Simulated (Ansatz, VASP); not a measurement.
# Cross-check of FeNi3 (Awaruite) between VASP and Ansatz, part 2 of 2

Wanted: the spread between two codes on one cell, functional and k mesh.

VASP 6.6.1 and Ansatz 0.2.0.

So far. Step 2 (VASP: single point, PBE): The run ends at a pressure of -0.79 GPa.

## Step 3: Ansatz: single point, PBE

Level of this step: Ansatz beside VASP: Kohn-Sham DFT, plane waves, PBE (Ansatz).

Ansatz runs on its default PAW (the set named soft_2) files.

The same cell, functional, mesh and smearing now go to Ansatz, which takes its cutoff from its data sets.

The input, input.yaml:

```yaml
crystal:
  lattice:
    - [3.545, 0.0, 0.0]
    - [0.0, 3.545, 0.0]
    - [0.0, 0.0, 3.545]
  atoms:
    - { symbol: Ni, position: [0.5, 0.5, 0.0], spin: 1.0 }
    - { symbol: Ni, position: [0.5, 0.0, 0.5], spin: 1.0 }
    - { symbol: Ni, position: [0.0, 0.5, 0.5], spin: 1.0 }
    - { symbol: Fe, position: [0.0, 0.0, 0.0], spin: 3.0 }
hamiltonian:
  xc: pbe
  pseudopotentials: { kind: paw }
magnetization:
  spin_polarized: true
kpoints:
  mp_grid: { grid: [8, 8, 8] }
scf:
  occupations: { method: fermi_dirac, width: 0.05 }
  n_extra_bands: 10
output:
  forces: true
  stress: true
  eigenvalues: true
```

The run is started by

```console
$ ansatz run input.yaml --threads 2 --pin off --max-ram 4608MiB --backend cpu --events-out ev --progress --plain --runs-dir out
```

Numbers of over 12 decimals in the logs are rounded to 6 here.

Log:

```text
Warning: the band count 45 (scf.n_extra_bands) hosts the net moment |M| = 6.0000 μB (N_el = 70) but caps the reachable moment at 2·n_bands − N_el = 20.0000 μB, below the 46 bands that the automatic rule leaves for it — a moment growing past the seed, or the majority channel's smearing tail, pins there with fewer empty majority states than that count leaves; raise or omit scf.n_extra_bands unless the cap is intended
scf.n_extra_bands = 10 over 35 filled bands (N_el = 70.0): the run solves 45 bands
Engine: ansatz 0.2.0, aarch64-unknown-linux-gnu
Pseudopotentials: kind: paw
Pseudopotential: Ni, paw, valence charge 18, recommended cutoff 420 eV (normal), Ni.paw.azcp
Pseudopotential: Fe, paw, valence charge 16, recommended cutoff 420 eV (normal), Fe.paw.azcp
Functional definition: PBE
  parameter kappa = 0.804
  parameter beta = 0.066725
  exchange = pbe_x(kappa = kappa, mu = beta*pi^2/3)
  correlation = pbe_c(beta = beta)
Crystal: 4 atoms, lattice volume = 44.550 Å³
Basis set: ecut = 420 eV, 895 PW (Γ), exchange–correlation on 48×48×48 points (8 copies of the dense FFT grid, shifted against one another)
Bands: 45, of which v1, the nominal top of the filled ones, is band 35 counted from 1 (34 counted from 0)
Symmetry: 48 space group operations
Space group: Pm-3m (ITA 221), of the structure as read, at distance tolerance 3.5e-5 Å
Magnetic group: BNS 221.92 (UNI 1594), of the structure as read, at distance tolerance 3.5e-5 Å
k-points: 35 of 512
Non-local potential: Ni, projectors of the file, l = 0: 3, l = 1: 2, l = 2: 3, l = 3: 1
Non-local potential: Fe, projectors of the file, l = 0: 3, l = 1: 2, l = 2: 3, l = 3: 1
PAW form: soft (Blöchl's): semilocal exchange-correlation on the pseudo side does not see the compensation charge
PAW one-centre angular grid: Ni, 590 points (default); XC on 64 Gauss nodes
PAW one-centre angular grid: Fe, 590 points (default); XC on 64 Gauss nodes
Initial density: superposition of atomic densities (chi_scale 0.1, normalization cell)
Starting moments: Σ|m| = 6 μB on 4 of 4 sites
Initial wavefunctions: pseudopotential atomic-orbital guess
Functional: x = pbe(κ = 0.804, μ = 0.219515), c = pbe(β = 0.066725)
SCF iter   1: F=—  HF=-21997.655236 eV  |F-HF|=—  |Δ(HF+E_count)|=         —  Δρ=6.43e-2 (↑3.41e-2 ↓6.43e-2)  dr2=2.60e0  dr2_m=1.43e-1  M=5.437 μB ∫|m|=5.704 μB  β_m=0.30  ethr=3.10e-3  ⟨swp⟩=5.7  Hψ=10132  notcnv=0  defer=16
Mixer restart at iter 1: flushing history
preconditioner: auto → Kerker (q_TF=auto, 2.942 Å⁻¹)  [metal: Δε(μ)=0.034 eV  Ē_g=8.215 eV  σ=0.050 eV  W_gap=0.17  n_scr=18 (ndim 8)  ℏωp=34.3 eV  f_vac=0.000  D(μ)=2.04/eV (n_scr^D=18)]
spin=Collinear: Kerker preconditioning applied to the charge; magnetization (m = ρ↑ − ρ↓) channel mixes plain (no charge-response kernel on spin).
SCF iter   2: F=—  HF=-21997.137767 eV  |F-HF|=—  |Δ(HF+E_count)|=   5.17e-1  Δρ=3.64e-2 (↑1.25e-2 ↓3.64e-2)  dr2=4.31e-1  dr2_m=1.64e-1  M=5.306 μB ∫|m|=5.631 μB  β_m=0.33  ethr=3.10e-3  ⟨swp⟩=2.5  Hψ=5213  notcnv=0  defer=122
SCF iter   3: F=—  HF=-21998.230863 eV  |F-HF|=—  |Δ(HF+E_count)|=    1.09e0  Δρ=2.65e-2 (↑1.42e-2 ↓2.65e-2)  dr2=1.95e-1  dr2_m=1.18e-1  M=5.244 μB ∫|m|=5.606 μB  β_m=0.59  ethr=6.16e-4  ⟨swp⟩=2.3  Hψ=4197  notcnv=0  defer=126
SCF iter   4: F=—  HF=-21999.765453 eV  |F-HF|=—  |Δ(HF+E_count)|=    1.53e0  Δρ=3.19e-2 (↑1.17e-2 ↓3.19e-2)  dr2=5.60e-1  dr2_m=5.61e-2  M=5.023 μB ∫|m|=5.464 μB  β_m=0.65  ethr=2.79e-4  ⟨swp⟩=2.6  Hψ=5537  notcnv=0  defer=133
SCF iter   5: F=—  HF=-22000.015397 eV  |F-HF|=—  |Δ(HF+E_count)|=   2.50e-1  Δρ=1.37e-2 (↑7.02e-3 ↓1.37e-2)  dr2=1.10e-1  dr2_m=1.15e-2  M=4.913 μB ∫|m|=5.397 μB  β_m=0.70  ethr=2.79e-4  ⟨swp⟩=3.0  Hψ=5633  notcnv=0  defer=133
SCF iter   6: F=—  HF=-22000.004837 eV  |F-HF|=—  |Δ(HF+E_count)|=   1.06e-2  Δρ=1.83e-3 (↑1.64e-3 ↓1.83e-3)  dr2=4.09e-3  dr2_m=2.11e-4  M=4.926 μB ∫|m|=5.406 μB  β_m=0.77  ethr=1.57e-4  ⟨swp⟩=2.3  Hψ=4969  notcnv=0  defer=136
SCF iter   7: F=—  HF=-22000.014244 eV  |F-HF|=—  |Δ(HF+E_count)|=   9.41e-3  Δρ=1.54e-3 (↑7.86e-4 ↓1.54e-3)  dr2=1.69e-3  dr2_m=1.29e-4  M=4.906 μB ∫|m|=5.396 μB  β_m=0.83  ethr=5.85e-6  ⟨swp⟩=2.2  Hψ=4657  notcnv=0  defer=137
SCF iter   8: F=—  HF=-22000.015283 eV  |F-HF|=—  |Δ(HF+E_count)|=   1.04e-3  Δρ=1.22e-3 (↑4.80e-4 ↓1.22e-3)  dr2=7.30e-4  dr2_m=7.85e-5  M=4.899 μB ∫|m|=5.393 μB  β_m=0.91  ethr=2.41e-6  ⟨swp⟩=2.1  Hψ=4521  notcnv=0  defer=137
SCF iter   9: F=—  HF=-22000.015568 eV  |F-HF|=—  |Δ(HF+E_count)|=   2.85e-4  Δρ=3.34e-4 (↑1.17e-4 ↓3.34e-4)  dr2=4.27e-5  dr2_m=1.19e-5  M=4.892 μB ∫|m|=5.388 μB  β_m=0.96  ethr=1.04e-6  ⟨swp⟩=2.0  Hψ=4368  notcnv=0  defer=137
SCF iter  10: F=—  HF=-22000.015577 eV  |F-HF|=—  |Δ(HF+E_count)|=   9.28e-6  Δρ=1.19e-4 (↑2.71e-5 ↓1.19e-4)  dr2=6.36e-6  dr2_m=1.12e-6  M=4.892 μB ∫|m|=5.388 μB  β_m=0.98  ethr=6.10e-8  ⟨swp⟩=2.1  Hψ=4487  notcnv=0  defer=137
SCF iter  11: F=—  HF=-22000.015578 eV  |F-HF|=—  |Δ(HF+E_count)|=   1.02e-6  Δρ=1.32e-4 (↑7.38e-5 ↓1.32e-4)  dr2=1.04e-5  dr2_m=4.72e-7  M=4.892 μB ∫|m|=5.388 μB  β_m=0.98  ethr=9.08e-9  ⟨swp⟩=2.0  Hψ=5353  notcnv=0  defer=137
SCF iter  12: F=—  HF=-22000.015576 eV  |F-HF|=—  |Δ(HF+E_count)|=   2.11e-6  Δρ=1.67e-5 (↑8.13e-6 ↓1.67e-5)  dr2=2.43e-7  dr2_m=8.49e-9  M=4.892 μB ∫|m|=5.388 μB  β_m=0.98  ethr=9.08e-9  ⟨swp⟩=2.1  Hψ=4625  notcnv=0  defer=137
SCF iter  13: F=—  HF=-22000.015576 eV  |F-HF|=—  |Δ(HF+E_count)|=   3.55e-8  Δρ=2.69e-5 (↑6.36e-6 ↓2.69e-5)  dr2=3.14e-7  dr2_m=6.05e-8  M=4.892 μB ∫|m|=5.388 μB  β_m=0.98  ethr=3.48e-10  ⟨swp⟩=2.0  Hψ=4547  notcnv=0  defer=137
SCF iter  14: F=—  HF=-22000.015576 eV  |F-HF|=—  |Δ(HF+E_count)|=   1.65e-8  Δρ=9.51e-6 (↑1.64e-6 ↓9.51e-6)  dr2=3.59e-8  dr2_m=7.79e-9  M=4.892 μB ∫|m|=5.388 μB  β_m=0.99  ethr=3.48e-10  ⟨swp⟩=1.6  Hψ=3792  notcnv=0  defer=137
SCF iter  15: F=-22000.015576 eV  HF=-22000.015576 eV  |F-HF|=2.69e-10  |Δ(HF+E_count)|=   1.16e-9  Δρ=1.51e-6 (↑5.54e-7 ↓1.51e-6)  dr2=5.06e-10  dr2_m=3.90e-10  M=4.892 μB ∫|m|=5.388 μB  ethr=5.13e-11  ⟨swp⟩=7.2  Hψ=11782  notcnv=0
SCF 1 converged in 15 iterations: F = -22000.015576 eV  dr2 = 5.06e-10
  greatest PAW one-centre occupation: 1.002 electrons in one spin orbital (limit 2), on the Fe atom at site 3 (counted from 0), in its partial waves of l = 1
SCF converged after 15 iterations
Magnetization: 4.8922 μB (37.4461 up, 32.5539 down)
Absolute magnetization: 5.3909 μB (∫|ρ↑−ρ↓|, with the PAW one-centre terms)
Spin contamination: 0.1049 ħ² per cell (⟨S²⟩ above its minimum at these occupations)
Per-site moments (μB) at R_I (Å): [(0.706534, 1.034011), (0.706534, 1.034011), (0.706534, 1.034011), (2.927304, 1.034011)]
Free energy (F): -22000.015576 eV
Harris-Foulkes:  -22000.015576 eV  (|F-HF|=2.69e-10)
Internal energy: -21999.987925 eV  (E = F + TS)
E sigma→0 (E₀):  -22000.001751 eV
Entropy (-TS):   -0.027651 eV (-6.913 meV/atom)
Fermi energy:    18.266767 eV
--- Per-component energies (eV) ---
  E_band       = -1082.511157
  E_kinetic    = 1193.979759
  E_local      = -12494.808489  (includes V_loc(G=0)·N_el)
  E_nonlocal   = 2126.084557
  E_hartree    = 5222.801535
  E_xc         = -371.884622
  E_vxc        = -479.295749  (∫ρ·V_xc dr)
  E_paw        = -6255.516439  (= ΣΔE_a)
  E_vpaw       = -1874.074049  (= ΣTr[D̂ρ^β])
  E_aug_tail   = 0.001719  (compensation charges beyond the density's cutoff)
  E_ewald      = -11420.645946
  E_smearing   = -0.027651  (= −TS)
  E_closure    = -0.000000  (closes the sum)
  Σ components = -22000.015576   (vs F -22000.015576, Δ=0.00e0)
--- Forces (eV/Å), atoms counted from 1 ---
  atom   1  Ni     0.00000000     0.00000000    -0.00000000
  atom   2  Ni    -0.00000000    -0.00000000    -0.00000000
  atom   3  Ni     0.00000000     0.00000000    -0.00000000
  atom   4  Fe    -0.00000000     0.00000000    -0.00000000
  max |Σ_I F_I| component: 5.29e-29 eV/Å
--- Stress (GPa, compression-positive) ---
        0.083826       0.000000       0.000000
       -0.000000       0.083826       0.000000
        0.000000      -0.000000       0.083826
  P = ⅓ Tr σ = 0.0838 GPa (0.838 kbar)
--- Band table (eV; the first three rows and the last of 70) ---
  k-point 0 ↑: bands = [... 31 lower, 17.5420, 17.5420, 17.5420, 17.6047, 17.6047, 17.6047, 20.4168, 20.4168, ... 6 higher]
  k-point 1 ↑: bands = [... 31 lower, 17.3426, 17.3921, 17.4755, 17.4755, 17.5420, 17.6048, 19.4526, 21.0170, ... 6 higher]
  k-point 2 ↑: bands = [... 31 lower, 17.1292, 17.1985, 17.1985, 17.3225, 17.5421, 17.6052, 17.7507, 22.3161, ... 6 higher]
  k-point 34 ↓: bands = [... 31 lower, 17.7070, 18.3523, 18.3523, 18.3523, 19.0846, 19.0846, 19.0846, 19.4251, ... 6 higher]
```

The job ended after 6.3 s (2 threads of Arm Neoverse V2, shared host; peak memory 0.48 GiB).

The column dr2 measures how far the density is from self-consistency, as an energy; F and HF (Harris–Foulkes) agree once it is small.

The run ends at a pressure of 0.08 GPa.

## Step 4: Side by side

Known differences besides the potentials themselves: the data sets hold 70 valence electrons in Ansatz (default PAW (the set named soft_2) files) and 38 in VASP; the cutoff is 420 eV in Ansatz and 400 eV in VASP; VASP leaves aspherical gradient terms in its spheres out (LASPH is not set), Ansatz keeps them; site moments are counted in spheres of each program's own size. Total energies have different zeros and are not compared.

Compared:

| quantity | Ansatz | VASP | difference |
| --- | --- | --- | --- |
| pressure (GPa) | 0.08 | -0.79 | +0.87 |
| pressure without Ansatz's Pulay correction (GPa) | 0.01 | -0.79 | +0.80 |
| total moment (μB) | 4.89 | 4.80 | +0.10 |
| moment on Fe4 (μB) | 2.93 | 2.91 | +0.02 |
| moment on Ni1 (μB) | 0.71 | 0.64 | +0.07 |
| moment on Ni2 (μB) | 0.71 | 0.64 | +0.07 |
| moment on Ni3 (μB) | 0.71 | 0.64 | +0.07 |

Ansatz's pressure holds a Pulay correction of 0.07 GPa; VASP's holds none.

## Step 5: What came out

```yaml
difference_in_total_moment_single_point_pbe: 0.095 μB
difference_in_pressure_single_point_pbe: 0.87 GPa
```

**Reading.** The difference in pressure is 0.87 GPa (single point, PBE), within the 1 GPa picked in this series as the mark of a large difference. How closely two codes agree says nothing of how well the functional describes the real material.

[Lines on the potential files, build, host, timing and source positions are cut from VASP's logs without a mark.]

[Logs are printed without paths, hosts, clocks, repeated set-up lines and the standing remarks that a program may print on its own settings, such as how far it seeks lower states.]

[Hosts, paths, dates, database ids (printed as entryN), source tags and the programs' standing remarks are cut or masked in the printed files.]
